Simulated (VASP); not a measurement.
Consider the following.

```
AlNi
1.0
    2.89000     0.00000     0.00000
    0.00000     2.89000     0.00000
    0.00000     0.00000     2.89000
Al Ni
1 1
Cartesian
  1.44500   1.44500   1.44500
  0.00000   0.00000   0.00000
```

All values below come from PBE GGA with D3 dispersion (zero damping), VASP's PBE PAW potentials (set 64) (plane waves; VASP). Run with 520 eV cut-off, 11×11×11 Γ-centred mesh, first-order Methfessel-Paxton smearing of 0.10 eV, potentials Al Ni.

Energy and stress use the plane-wave basis of the starting cell.

Task: The ions, cell shape and volume are relaxed. Give the cell that the relaxation ends in.

Result: 
```
AlNi
1.0
    2.86096     0.00000     0.00000
    0.00000     2.86096     0.00000
    0.00000     0.00000     2.86096
Al Ni
1 1
Cartesian
  1.43048   1.43048   1.43048
  0.00000   0.00000   0.00000
```
Space group Pm-3m (221), at a tolerance of 0.03 Å.

Task: How do energy and volume change from the first to the last step?

Result: The energy (σ→0) changes by -5.5 meV/atom and the volume by -3.0 %, in 3 ionic steps.

The compound is NiAl in the CsCl type structure. This run relaxes it. Symmetry was kept, so distortions that lower it aren't found. The run is not spin-polarised, so no magnetic state was tried. The electron count is odd and the run is not spin-polarised, which forces a metal.
